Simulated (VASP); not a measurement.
Energy against volume of Pd (fcc). Calculation: RPBE GGA, VASP's PBE PAW potentials (set 64) (plane waves; VASP 6.6.1). Numerical set-up: 520 eV cut-off, 16×16×16 Γ-centred mesh, first-order Methfessel-Paxton smearing of 0.10 eV, potentials Pd.

```
V (Å³/atom)  E (eV/atom)
-----------  -----------
15.288          -4.62067
15.761          -4.62717
16.234          -4.62059
16.707          -4.60332
```

Q: Fit these four points and predict the energy of the run at 14.815 Å³/atom.

A: A cubic in V^(−2/3), the third-order Birch-Murnaghan form, passes through the four points with V0 = 15.74 Å³/atom and B0 = 148 GPa, and gives -4.5982 eV/atom there. The run gave -4.5982 eV/atom, +0.0 meV/atom from the fit; all five points give B0 = 148 GPa.

The compound is Pd in the fcc structure. It was relaxed first, which changed the volume by +7 %.
